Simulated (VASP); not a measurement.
Method: PBEsol GGA, VASP's PBE PAW potentials (set 64) (plane waves; VASP).

Gaps are without spin-orbit coupling.

Problem. Order these relaxed crystals by band gap, smallest first: ZnCdSe2, R3m (160); SnS2, P6_3mc (186); ZnCdS2, P-4m2 (115); Te3As2, C2/m (12).

Solution. Te3As2, C2/m (12) (0.19 eV), ZnCdSe2, R3m (160) (0.62 eV), SnS2, P6_3mc (186) (1.25 eV), ZnCdS2, P-4m2 (115) (1.38 eV)
